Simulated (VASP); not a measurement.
OSZICAR of a VASP run on PbO2 (space group P4_2/mnm):

### OSZICAR
```
       N       E                     dE             d eps       ncg     rms          rms(c)
DAV:   1     0.613900630103E+03    0.61390E+03   -0.22798E+04  1860   0.168E+03
DAV:   2     0.376164738607E+02   -0.57628E+03   -0.55675E+03  2070   0.486E+02
DAV:   3    -0.392555208005E+02   -0.76872E+02   -0.75697E+02  2461   0.206E+02
DAV:   4    -0.416959913441E+02   -0.24405E+01   -0.24344E+01  2219   0.421E+01
DAV:   5    -0.418008820040E+02   -0.10489E+00   -0.10487E+00  2584   0.799E+00    0.130E+01
DAV:   6    -0.367100168817E+02    0.50909E+01   -0.23687E+01  2914   0.533E+01    0.470E+00
DAV:   7    -0.366149006966E+02    0.95116E-01   -0.16827E+00  2344   0.106E+01    0.267E+00
DAV:   8    -0.365492470476E+02    0.65654E-01   -0.50687E-01  2890   0.593E+00    0.114E+00
DAV:   9    -0.365236634406E+02    0.25584E-01   -0.10767E-01  3017   0.377E+00    0.124E-01
DAV:  10    -0.365246253653E+02   -0.96192E-03   -0.93572E-03  2084   0.600E-01    0.730E-02
DAV:  11    -0.365245998687E+02    0.25497E-04   -0.22842E-04  2762   0.127E-01    0.310E-02
DAV:  12    -0.365245922172E+02    0.76515E-05   -0.32381E-05  2188   0.394E-02    0.726E-03
DAV:  13    -0.365245923618E+02   -0.14456E-06   -0.14274E-06  1523   0.120E-02
   1 F= -.36524592E+02 E0= -.36498147E+02  d E =-.528901E-01
```

### Question
Which electronic solver shows in the log?

### Answer
It is blocked Davidson (ALGO = Normal, or the opening steps of other solvers). The INCAR had ALGO = Normal.

### Question
Can the final energy be trusted as converged?

### Answer
The run converged. It stopped with EDIFF = 1E-6, NELM = 100 (LDA (Ceperley-Alder, Perdew-Zunger), plane waves, VASP's LDA PAW potentials (set 64)).

The structure comes from a computed database's PbO2 entry; how it stands against other phases isn't given here. The cell was not relaxed at this level.
